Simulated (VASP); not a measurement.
Set up this calculation in VASP 6.6.1, as the native input.

```yaml
Task: single point
Functional: LDA
Potentials_or_basis: VASP PAW LDA potentials, release 64 (Cd, S)
Cutoff: 520 eV
k_mesh: 6 × 6 × 4
Occupations: gaussian, width 0.1 eV
Spin: no spin polarisation
Dipole_correction: no
Further_INCAR_settings: ALGO = Fast; EDIFF = 1e-07; NBANDS = 22
```

The structure of Cd2S lies in POSCAR:

```
Cd2S
1.0
    3.9626700490      0.0000000000      0.0000000000
   -1.9813350245      3.4317729293      0.0000000000
    0.0000000000      0.0000000000      5.8091920000
Cd S
2 1
Direct
    0.6666666700      0.3333333300      0.5787350000
    0.3333333300      0.6666666700      0.9327170000
    0.3333333300      0.6666666700      0.3657050000
```

The cell comes from a database or a generator and needn't be the stable form of this composition.

These files were run (other wordings do the same):

INCAR

```
PREC = Accurate ; ENCUT = 520
EDIFF = 1E-7 ; ISMEAR = 0
SIGMA = 0.1 ; LREAL = F
LASPH = T ; NELM = 80
ALGO = Fast ; ISIF = 2
LWAVE = F ; LCHARG = T
LELF = T ; LVHAR = T
NBANDS = 22
```

KPOINTS

```
regular mesh
0
Gamma
  6 6 4
```

Potentials or basis: VASP PAW LDA potentials, release 64 (Cd, S).

Command:

```console
$ cat potpaw_LDA.64/Cd/POTCAR potpaw_LDA.64/S/POTCAR > POTCAR
$ mpirun -np 1 vasp_std > vasp.out
```

Results of the run:

```
Pressure               : -4.7 GPa
Largest force          : 0.137 eV/Å
Band gap on the k mesh : 0.08 eV, indirect (least direct gap 0.44 eV)
```

Wall time 35 s on 1 thread of Intel(R) Xeon(R) Platinum 8488C (Sapphire Rapids), on a shared host, peak memory 0.18 GiB.
